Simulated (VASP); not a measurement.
```xyz
2
Lattice="2.9336 0.0000 0.0000 0.0000 2.9336 0.0000 0.0000 0.0000 2.9336" Properties=species:S:1:pos:R:3 pbc="T T T"
Ni     0.0000     0.0000     0.0000
Ge     1.4668     1.4668     1.4668
```

Method: r2SCAN meta-GGA, VASP's PBE PAW potentials (set 64) (plane waves; VASP 6.6.1). Run with 400 eV cut-off, 14×14×14 Γ-centred mesh, tetrahedra with Blöchl corrections, potentials Ni Ge_d.

Estimate the energy per atom (σ→0), band gap (over mesh and band path) with the smallest direct gap where there is one.

```yaml
band gap (over mesh and band path): none (metal, semimetal or under 0.01 eV)
energy per atom (σ→0): -12.888 eV/atom
```

The absolute energy has meaning only against runs of the same code, potentials and settings.

The structure was generated: NiGe was put into the CsCl type (Pm-3m), which need not be its known phase. It was relaxed first, which changed the volume by +6 %. The run is not spin-polarised, so no magnetic state was tried.
